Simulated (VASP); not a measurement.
VASP runs on Ca (fcc) share one base input (PBE GGA, plane waves, VASP's PBE PAW potentials (set 64)) and change the settings named in each case.

File KPOINTS:
```
Automatic mesh
0
Gamma
10 10 10
0 0 0
```

POSCAR:
```
Ca
5.580
  0.0000000000   0.5000000000   0.5000000000
  0.5000000000   0.0000000000   0.5000000000
  0.5000000000   0.5000000000   0.0000000000
Ca
1
direct
  0.0000000000   0.0000000000   0.0000000000
```

**INCAR**
```
# general
SYSTEM  =  Ca
PREC    =  Accurate
ENCUT   =  400
LREAL   =  F
LASPH   =  T

# electronic loop
EDIFF   =  1E-6
NELM    =  100
ALGO    =  Normal

# smearing
ISMEAR  =  1
SIGMA   =  0.1

# functional
GGA     =  PE

# ions
ISIF    =  2

# output
LWAVE   =  F
LCHARG  =  F
```

POTCAR, in this order: Ca_sv (PBE.64 set). Program: vasp_std.

```json
[
 {"change": "base run", "pressure (GPa)": "-0.50", "electronic steps": "10"},
 {"change": "EDIFF = 1E-2", "pressure (GPa)": "5.28", "electronic steps": "6"},
 {"change": "EDIFF = 1E-3", "pressure (GPa)": "-0.40", "electronic steps": "8"},
 {"change": "EDIFF = 1E-4", "pressure (GPa)": "-0.42", "electronic steps": "9"},
 {"change": "EDIFF = 1E-5", "pressure (GPa)": "-0.49", "electronic steps": "10"},
 {"change": "EDIFF = 1E-8", "pressure (GPa)": "-0.48", "electronic steps": "13"}
]
```

Left out are runs that ran out of time, are held back, or changed the cell or the kind of run, fixed moments of cells without a moment, rows past the twelfth, gaps on odd meshes, pressures of charged cells and columns that move by less than the noise.

The compound is Ca in the fcc structure. The cell was not relaxed at this level.
